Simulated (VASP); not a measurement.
```
CELL_PARAMETERS angstrom
      0.00000     2.02500     2.02500
      2.02500     0.00000     2.02500
      2.02500     2.02500     0.00000
ATOMIC_POSITIONS crystal
  Al 0.00000 0.00000 0.00000
```

Computed with PBE GGA, VASP's PBE PAW potentials (set 64) (plane waves; VASP). Run with 480 eV cut-off, 14×14×14 Γ-centred mesh, first-order Methfessel-Paxton smearing of 0.10 eV, potentials Al.

Q: The ions, cell shape and volume are relaxed. Predict the relaxed structure.

A: 
```
CELL_PARAMETERS angstrom
      0.00000     2.01788     2.01788
      2.01788     0.00000     2.01788
      2.01788     2.01788     0.00000
ATOMIC_POSITIONS crystal
  Al 0.00000 0.00000 0.00000
```
Space group Fm-3m (225), at a tolerance of 0.03 Å.

Q: How do energy and volume change from the first to the last step?

A: The energy (σ→0) changes by -0.5 meV/atom and the volume by -1.1 %, in 3 ionic steps.

| step | E(σ→0) (eV) | max force (eV/Å) | pressure (GPa) | volume (Å³) |
|---|---|---|---|---|
| 1 | -3.7378 | 0.000 | -0.82 | 16.61 |
| 2 | -3.7383 | 0.000 | 0.15 | 16.40 |
| 3 | -3.7383 | 0.000 | 0.01 | 16.43 |

The compound is Al in the fcc structure. This run relaxes it. Symmetry was kept, so distortions that lower it aren't found.
